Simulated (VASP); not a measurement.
An input for Quantum ESPRESSO's pw.x (written as the equivalent of a VASP run, and not itself run):

```
&CONTROL
  calculation = 'vc-relax'
  pseudo_dir = './pseudo'
  outdir = './out'
  tprnfor = .true.
  tstress = .true.
  nstep = 40
  forc_conv_thr = 0.00078
/
&SYSTEM
  ibrav = 0
  nat = 2
  ntyp = 2
  ecutwfc = 84
  occupations = 'smearing'
  smearing = 'gaussian'
  degauss = 0.003675
  input_dft = 'pbesol'
/
&ELECTRONS
  conv_thr = 7.3e-08
  electron_maxstep = 100
/
&IONS
/
&CELL
  press = 50
/
ATOMIC_SPECIES
  Mg 24.305 Mg.upf
  O 15.999 O.upf
CELL_PARAMETERS angstrom
     0.0000000    2.0833481    2.0833481
     2.0833481   -0.0000000    2.0833481
     2.0833481    2.0833481   -0.0000000
ATOMIC_POSITIONS crystal
  Mg   0.0000000  0.0000000  0.0000000
  O    0.5000000  0.5000000  0.5000000
K_POINTS automatic
  11 11 11 0 0 0
```

Q: Translate this input to VASP (INCAR, KPOINTS, POSCAR, choice of POTCAR).

A: One answer among several that fit: 
**POSCAR**
```
MgO
1
    0.0000000000     2.0833480560     2.0833480560
    2.0833480560    -0.0000000000     2.0833480560
    2.0833480560     2.0833480560    -0.0000000000
Mg O
1 1
Direct
  0.0000000000   0.0000000000   0.0000000000
  0.5000000000   0.5000000000   0.5000000000
```

**INCAR**
```
# general
SYSTEM  = MgO
PREC    = Accurate
ENCUT   = 620   # plane-wave cut-off (eV)
LREAL   = .False.
LASPH   = .True.

# electronic loop
EDIFF   = 1E-6
NELM    = 100   # most electronic steps
ALGO    = Normal

# smearing
ISMEAR  = 0
SIGMA   = 0.05   # width (eV)

# functional
GGA     = PS   # PBEsol

# ions
IBRION  = 2   # conjugate gradients
NSW     = 40   # most ionic steps
ISIF    = 3   # ions, shape and volume
EDIFFG  = -0.02
PSTRESS = 50   # kbar

# output
LWAVE   = .False.
LCHARG  = .False.
```

**KPOINTS**
```
Automatic mesh
0
Gamma
11 11 11
0 0 0
```

POTCAR, in this order: Mg O (PBE.64 set). Program: vasp_std.

What does not carry over: the potentials are each code's own (VASP's PAW set, PseudoDojo norm-conserving files in pw.x), so ENCUT and ecutwfc are chosen apart and not converted; conv_thr bounds pw.x's estimated SCF error, while EDIFF bounds the energy change between steps; forc_conv_thr acts on force components and is met together with etot_conv_thr.

The structure was generated: MgO was put into the rock salt type (Fm-3m), which need not be its known phase. It was relaxed first under an external pressure of 5 GPa.
